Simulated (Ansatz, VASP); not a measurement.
**Two plane-wave programs on HfNbSe4**

```
CELL_PARAMETERS angstrom
0.00000 4.26432 4.26432
4.26432 0.00000 4.26432
4.26432 4.26432 0.00000
ATOMIC_POSITIONS crystal
Hf 0.75000 0.75000 0.75000
Nb 0.00000 0.00000 0.00000
Se 0.87407 0.37531 0.37531
Se 0.37531 0.37531 0.37531
Se 0.37531 0.87407 0.37531
Se 0.37531 0.37531 0.87407
```

Change from the starting cell: species swapped into the CeLuAl4 type (F-43m, No. 216).

Alike in both runs: task single point; functional PBE; k mesh 4 × 4 × 4; occupations gaussian, width 0.1 eV; no spin polarisation.

|  | VASP | Ansatz |
| --- | --- | --- |
| version | VASP 6.6.1 | Ansatz 0.2.0 |
| potentials or method | VASP PAW PBE potentials, release 64 (Hf_pv, Nb_sv, Se) | scalar-relativistic, plane waves, PAW |
| plane-wave cutoff (eV) | 520 | 420 |
| valence electrons in the cell | 47 | 103 |

```csv
,VASP,Ansatz,Ansatz less VASP
gap on the k mesh at the Fermi level (eV),none,none,-
pressure (GPa),-12.2,-12.1,+0.09
rms of the force components (eV/Å),0.021,0.022,+0.0009
```

Atom by atom the forces differ by 0.001 eV/Å (rms over components). A gap of «none» marks a metal or a gap that the smearing closes. The functional is the same, so the differences come from potentials, cutoffs and numerics. The two sets of potentials don't hold the same shells in valence.

Spin-orbit coupling is left out, which matters for the levels of Hf.
